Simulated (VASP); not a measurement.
An input for Ansatz (written as the equivalent of a VASP run, and not itself run):

Ansatz 0.2 input:
```yaml
crystal:
  lattice:
    - [1.5950000, -2.7626210, 0.0000000]
    - [1.5950000, 2.7626210, 0.0000000]
    - [0.0000000, 0.0000000, 5.1900000]
  atoms:
    - { symbol: Ga, position: [0.6666670, 0.3333330, 0.5000000] }
    - { symbol: Ga, position: [0.3333330, 0.6666670, 0.0000000] }
    - { symbol: N, position: [0.6666670, 0.3333330, 0.8770000] }
    - { symbol: N, position: [0.3333330, 0.6666670, 0.3770000] }
kpoints:
  mp_grid: { grid: [7, 7, 4] }
hamiltonian:
  xc: pbe
  dispersion: d4
  pseudopotentials: { kind: paw }
scf:
  occupations: { method: gaussian, width: 0.05 }
  max_iter: 100
relax:
  max_steps: 60
  f_tol: 0.02
  cell: {}
output: { forces: true, stress: true, eigenvalues: true }
```

Q: Translate this input to VASP (INCAR, KPOINTS, POSCAR, choice of POTCAR).

A: One answer among several that fit: 
### INCAR
```
# general
SYSTEM  = GaN
PREC    = Accurate
ENCUT   = 520   # plane-wave cut-off (eV)
LREAL   = .FALSE.
LASPH   = .TRUE.

# electronic loop
EDIFF   = 1E-6   # SCF stop (eV)
NELM    = 100
ALGO    = Normal
LMAXMIX = 4

# smearing
ISMEAR  = 0
SIGMA   = 0.05   # width (eV)

# functional
GGA     = PE   # PBE
IVDW    = 13

# ions
IBRION  = 2   # conjugate gradients
NSW     = 60   # most ionic steps
ISIF    = 3   # ions, shape and volume
EDIFFG  = -0.02   # ionic stop

# output
LWAVE   = .FALSE.
LCHARG  = .FALSE.
```

### KPOINTS
```
Regular mesh
0
G
7 7 4
0 0 0
```

File POSCAR:
```
GaN
1
    1.5950000000    -2.7626210000     0.0000000000
    1.5950000000     2.7626210000     0.0000000000
    0.0000000000     0.0000000000     5.1900000000
Ga N
2 2
Direct
  0.6666670000   0.3333330000   0.5000000000
  0.3333330000   0.6666670000   0.0000000000
  0.6666670000   0.3333330000   0.8770000000
  0.3333330000   0.6666670000   0.3770000000
```

POTCAR, in this order: Ga_d N (PBE.64 set). Program: vasp_std.

What does not carry over: each code has its own PAW files, so the cut-off isn't converted (ENCUT is set for VASP's; basis.ecutwfc is left out, and Ansatz then takes the one that its files recommend); Ansatz stops its SCF on the density residual and VASP on the energy change (EDIFF).

The compound is GaN in the wurtzite structure. This run relaxes it. Symmetry was kept, so distortions that lower it aren't found. The start is the result of an earlier pass.
